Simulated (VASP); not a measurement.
Given:

```
CELL_PARAMETERS angstrom
      0.00000     2.77303     2.76977
      2.76414     0.00000     2.76977
      2.76414     2.77303     0.00000
ATOMIC_POSITIONS crystal
  Si 0.25000 0.25000 0.25000
  Si 0.75000 0.75000 0.75000
  Ni 0.99273 0.00727 0.00727
```

All values below come from PBE GGA, VASP's PBE PAW potentials (set 64) (plane waves; VASP). Run with 175 eV cut-off, 9×9×9 Γ-centred mesh, first-order Methfessel-Paxton smearing of 0.10 eV, potentials Si Ni.

At this cut-off the stress carries a Pulay error, which pulls relaxed volumes low.

Task: Give the force on each atom (eV/Å).

Result: 
```json
[
 {"atom": "Si1", "Fx": "0.156", "Fy": "0.000", "Fz": "0.000"},
 {"atom": "Si2", "Fx": "0.156", "Fy": "0.000", "Fz": "0.000"},
 {"atom": "Ni3", "Fx": "-0.312", "Fy": "0.000", "Fz": "0.000"}
]
```

Task: Give the stress tensor in GPa (positive for a compressed cell).

Result: 
```
-81.82    0.00    0.00
  0.00  -81.89    0.00
  0.00    0.00  -81.68
```
The pressure is its mean diagonal, -81.80 GPa.

The compound is NiSi2 in the fluorite structure. The cell was not relaxed at this level, atoms are displaced from their ideal sites. The run is one of a series of settings (ENCUT = 175 against the base run), some of them coarse on purpose. The run is not spin-polarised, so no magnetic state was tried.
